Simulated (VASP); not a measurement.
Shape and ions are relaxed at each volume.

Energy against volume of MgH₂ (rutile). Computed with LDA (Ceperley-Alder, Perdew-Zunger), VASP's LDA PAW potentials (set 64) (plane waves; VASP 6.6.1).

| V (Å³/atom) | E (eV/atom) |
|---|---|
| 9.053 | -3.14250 |
| 9.342 | -3.14765 |
| 9.631 | -3.14938 |
| 9.920 | -3.14816 |
| 10.209 | -3.14433 |

Fit a third-order Birch-Murnaghan equation of state.

```
Quantity                                        Result
---------------------------------------  -------------
volume per atom                          9.65 Å^3/atom
bulk modulus                                  54.5 GPa
pressure derivative of the bulk modulus           3.49
```

The compound is MgH2 in the rutile structure. It was relaxed first, which changed the volume by -6 %.
